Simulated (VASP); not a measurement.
Consider the following.

```
CELL_PARAMETERS angstrom
      2.82332     0.00000     0.00000
      0.00000     2.82332     0.00000
      0.00000     0.00000     2.82332
ATOMIC_POSITIONS crystal
  Sn 0.00000 0.00000 0.00000
  O  0.50000 0.50000 0.50000
```

All values below come from PBE GGA, VASP's PBE PAW potentials (set 64) (plane waves; VASP). Run with 520 eV cut-off, 7×7×7 Γ-centred mesh, Gaussian smearing of 0.050 eV, potentials Sn_d O.

Unless said otherwise, spin-orbit coupling is left out, though it shifts the bands of the heavy elements here.

### Question
What does the run give for the energy per atom (σ→0), pressure, band gap (on the k-mesh) with the smallest direct gap where there is one?

### Answer

The band gap (on the k-mesh) is none (metal, semimetal or under 0.01 eV) and the energy per atom (σ→0) is -4306 meV/atom. The pressure is 62.07 GPa.

The structure was generated: SnO was put into the CsCl type (Pm-3m), which need not be its known phase. The cell was not relaxed at this level. The k-mesh is coarse (spacing up to 0.32 per Å, 2π included), so the numbers may not be converged in it.
